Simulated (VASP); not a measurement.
An input for Quantum ESPRESSO's pw.x (written as the equivalent of a VASP run, and not itself run):

```
&CONTROL
  calculation = 'vc-relax'
  pseudo_dir = './pseudo'
  outdir = './out'
  tprnfor = .true.
  tstress = .true.
  nstep = 50
  forc_conv_thr = 0.00039
/
&SYSTEM
  ibrav = 0
  nat = 2
  ntyp = 2
  ecutwfc = 86
  occupations = 'smearing'
  smearing = 'gaussian'
  degauss = 0.01999
  input_dft = 'pbe'
/
&ELECTRONS
  conv_thr = 7.3e-05
  electron_maxstep = 100
/
&IONS
/
&CELL
/
ATOMIC_SPECIES
  Hg 200.592 Hg.upf
  Se 78.971 Se.upf
CELL_PARAMETERS angstrom
     0.0000000    3.1675400    3.1675400
     3.1675400    0.0000000    3.1675400
     3.1675400    3.1675400    0.0000000
ATOMIC_POSITIONS crystal
  Hg   0.0000000  0.0000000  0.0000000
  Se   0.7500000  0.7500000  0.7500000
K_POINTS automatic
  8 8 8 0 0 0
```

**Question.** Translate this input to VASP (INCAR, KPOINTS, POSCAR, choice of POTCAR).

**Answer.** One answer among several that fit: 
### KPOINTS
```
kpoints
0
gamma
8 8 8
```

POSCAR:
```
HgSe
1
    0.0000000000     3.1675400000     3.1675400000
    3.1675400000     0.0000000000     3.1675400000
    3.1675400000     3.1675400000     0.0000000000
Hg Se
1 1
Direct
  0.0000000000   0.0000000000   0.0000000000
  0.7500000000   0.7500000000   0.7500000000
```

**INCAR**
```
SYSTEM = HgSe
PREC = Accurate; ENCUT = 210; LREAL = .FALSE.
LASPH = .TRUE.
EDIFF = 1E-03; NELM = 100; ALGO = Normal
LMAXMIX = 6
ISMEAR = 0; SIGMA = 0.272
GGA = PE
IBRION = 2; NSW = 50; ISIF = 3
EDIFFG = -0.01
LWAVE = .FALSE.; LCHARG = .FALSE.
```

POTCAR, in this order: Hg Se (PBE.64 set). Program: vasp_std.

Limits of the translation: the potentials are each code's own (VASP's PAW set, PseudoDojo norm-conserving files in pw.x), so ENCUT and ecutwfc are chosen apart and not converted; conv_thr bounds pw.x's estimated SCF error, while EDIFF bounds the energy change between steps; forc_conv_thr acts on force components and is met together with etot_conv_thr.

The structure comes from a computed database's HgSe entry; how it stands against other phases isn't given here. This run relaxes it. Symmetry was kept, so distortions that lower it aren't found. The run is one of a series of settings (EDIFF = 1E-03, EDIFFG = -0.01, ENCUT = 210, IBRION = 2, ISIF = 3, NSW = 50, SIGMA = 0.272, KPOINTS 8×8×8 Γ-centred mesh against the base run), some of them coarse on purpose.
